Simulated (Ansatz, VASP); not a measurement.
CdPt in VASP and in Ansatz

```xyz
2
Lattice="3.0004 0.0000 0.0000 0.0000 3.0004 0.0000 0.0000 0.0000 3.8888" Properties=species:S:1:pos:R:3 pbc="T T T"
Cd    0.0000    0.0000    0.0000
Pt    1.5002    1.5002    1.9444
```

Alike in both runs: task relaxation of cell and atoms; functional LDA; k mesh 14 × 14 × 12; occupations gaussian, width 0.1 eV; no spin polarisation.

|  | VASP | Ansatz |
| --- | --- | --- |
| version | VASP 6.6.1 | Ansatz 0.2.0 |
| potentials or method | VASP PAW LDA potentials, release 64 (Cd, Pt) | scalar-relativistic, plane waves, PAW |
| plane-wave cutoff (eV) | 600 | 420 |
| valence electrons in the cell | 22 | 38 |

Ansatz gave:

```
gap on the k mesh at the Fermi level, each at its own relaxed structure (eV) : none
relaxed volume (Å³/atom)                                                     : 16.17
relaxed cell length with the largest relative difference (Å)                 : 3.796
energy change over the relaxation (meV/atom)                                 : -54
```

Problem. What did VASP give for the same quantities?

Solution. gap on the k mesh at the Fermi level, each at its own relaxed structure (eV): none; relaxed volume (Å³/atom): 16.33; relaxed cell length with the largest relative difference (Å): 3.817; energy change over the relaxation (meV/atom): -42.

A gap of «none» marks a metal or a gap that the smearing closes. The two sets of potentials don't hold the same shells in valence.

Spin-orbit coupling is left out, which matters for the levels of Pt.
